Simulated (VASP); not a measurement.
A run of VASP 6.6.1 is set up as follows.

Contents of INCAR:

```
ALGO = Fast ; EDIFF = 1E-4
EDIFFG = -0.08 ; ENCUT = 520
GGA = PE ; IBRION = 2
ISIF = 3 ; ISMEAR = 0
LASPH = T ; LCHARG = F
LREAL = F ; LWAVE = F
NELM = 60 ; NSW = 24
PREC = Normal ; SIGMA = 0.15
```

File KPOINTS:

```
k-points
0
Gamma
  3 3 2
```

The input POSCAR:

```
ZnCd2SeS2
1.0
    4.4843558300      0.0000000000      0.0000000000
    0.0000000000      4.4843558300      0.0000000000
    0.0000000000      0.0000000000      6.7144439200
Zn Cd Se S
1 2 1 2
Direct
    0.0000000000      0.0000000000      0.5000000000
    0.5000000000      0.5000000000      0.7786862900
    0.5000000000      0.5000000000      0.2213137100
    0.0000000000      0.0000000000      0.0000000000
    0.0000000000      0.5000000000      0.3818796700
    0.5000000000      0.0000000000      0.6181203300
```

Potentials or basis: VASP PAW PBE potentials, release 64 (Zn, Cd, Se, S).

Launch:

```sh
$ cat potpaw_PBE.64/Zn/POTCAR potpaw_PBE.64/Cd/POTCAR potpaw_PBE.64/Se/POTCAR potpaw_PBE.64/S/POTCAR > POTCAR
$ mpirun -np 1 vasp_std > vasp.out
```

Problem. Predict the space group after relaxing (to 0.05 Å).

Solution. P-4m2 (No. 115).

Problem. What does it give for the relaxed volume?

Solution. 22.90 Å³/atom.

Stress tensor (GPa, compression positive):
```
0.18 0.00 0.00
0.00 0.18 0.00
0.00 0.00 0.26
```

Caveat: the k mesh is coarse (spacing up to 0.47 Å⁻¹), so the values aren't converged.
